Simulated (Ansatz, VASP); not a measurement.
**Two plane-wave programs on AlBN**

```
Al B N
1.0
     2.80101    0.00000    0.00000
     0.00000    2.80101    0.00000
     0.00000    0.00000    4.33730
Al B N
1 1 1
Direct
  0.00000 0.00000 0.00000
  0.50000 0.50000 0.00000
  0.50000 0.50000 0.50000
```

Alike in both runs: task relaxation of cell and atoms; functional PBE; k mesh 6 × 6 × 4; occupations gaussian, width 0.1 eV; no spin polarisation.

```csv
,VASP,Ansatz
version,VASP 6.6.1,Ansatz 0.2.0
potentials or method,"VASP PAW PBE potentials, release 64 (Al, B, N)","scalar-relativistic, plane waves, PAW"
plane-wave cutoff (eV),600,420
valence electrons in the cell,11,11
```

Ansatz gave:

* gap on the k mesh at the Fermi level, each at its own relaxed structure (eV): none
* relaxed volume (Å³/atom): 15.10
* relaxed cell length with the largest relative difference (Å): 4.113
* energy change over the relaxation (meV/atom): -1754

Question: What did VASP give for the same quantities?

Answer: gap on the k mesh at the Fermi level, each at its own relaxed structure (eV): none; relaxed volume (Å³/atom): 13.25; relaxed cell length with the largest relative difference (Å): 3.848; energy change over the relaxation (meV/atom): -1668.

A gap of «none» marks a metal or a gap that the smearing closes. One of these differences is far larger than is usual between the two programs; its cause wasn't traced.

Caveats: the k mesh is coarse (spacing up to 0.37 Å⁻¹), so the values aren't converged; the volume moved by over 15 % at a fixed basis, so the end points are rough (VASP).
